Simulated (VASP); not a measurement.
HPb2:

```
H Pb
1.0
     4.64233    0.00000    0.00000
    -2.32116    4.02037    0.00000
     0.00000    0.00000    3.41623
H Pb
1 2
Direct
  0.00000 0.00000 0.00000
  0.33333 0.66667 0.45000
  0.66667 0.33333 0.55000
```

The cell was built by a generator and needn't be a form met in nature.

| Item | Value |
| --- | --- |
| Program | VASP 6.6.1 |
| Task | relaxation of cell and atoms |
| Functional | PBEsol |
| Potentials or basis | VASP PAW PBE potentials, release 64 (H, Pb_d) |
| Cutoff | 600 eV |
| k mesh | 7 × 7 × 8 |
| Occupations | gaussian, width 0.05 eV |
| Spin | no spin polarisation |

At the start: pressure 11.9 GPa; volume 21.25 Å³/atom.

**Question.** Where does the relaxation end?

**Answer.** Over 30 steps the energy falls by 523.0 meV/atom and the volume is 22.72 Å³/atom (+6.9 %); space group P-3m1 (No. 164, to 0.05 Å).

The path:
```
step  energy change (eV)  largest force (eV/Å)  pressure (GPa)  volume (Å³)
   1              0.0000                0.9271           11.88        63.76
   2             -0.6439                0.3301           -2.54        79.13
   3             -0.6506                0.3894           -1.43        77.03
   4             -0.6509                0.3799           -1.58        77.33
   5             -0.7176                0.3299           -1.19        75.32
   6             -0.7562                0.3305           -0.36        73.14
   7             -0.6531                0.3345            3.31        68.71
   8             -0.7581                0.3403           -0.05        72.53
   9             -0.7583                0.3447            0.16        72.24
  10             -0.7783                0.3832            0.16        72.05
  11             -0.8503                0.4978            0.16        71.49
  12             -1.0491                0.6095            0.00        70.36
  13             -1.4315                0.1944            0.78        68.10
  14             -0.5241                0.6320           11.33        63.64
  15             -1.4379                0.2666            1.90        67.15
  16             -1.4523                0.0661            1.29        67.59
  17             -1.4681                0.1508            1.21        67.74
  18             -1.4831                0.3786            1.09        68.16
  19             -1.4841                0.3302            1.05        68.08
  20             -1.4986                0.3036            0.75        68.41
  21             -1.5306                0.2183           -0.28        69.41
  22             -1.5463                0.0264           -1.91        71.39
  23             -1.5480                0.0740           -1.58        70.92
  24             -1.5611                0.0559           -0.98        69.84
  25             -1.5686                0.0176           -0.01        68.18
  26             -1.5686                0.0217           -0.07        68.28
  27             -1.5688                0.0177           -0.05        68.22
  28             -1.5689                0.0130            0.06        68.08
  29             -1.5689                0.0153            0.05        68.11
  30             -1.5689                0.0079            0.00        68.16
```

Final structure:
```
H Pb
1.0
     4.78066    0.00000    0.00000
    -2.39033    4.14017    0.00000
     0.00000    0.00000    3.44392
H Pb
1 2
Cartesian
  -2.3903 4.1402 0.0000
  0.0000 2.7601 0.7678
  2.3903 1.3801 2.6761
```

Caveat: the PAW data sets were made with another functional, which shifts forces and pressure a little.
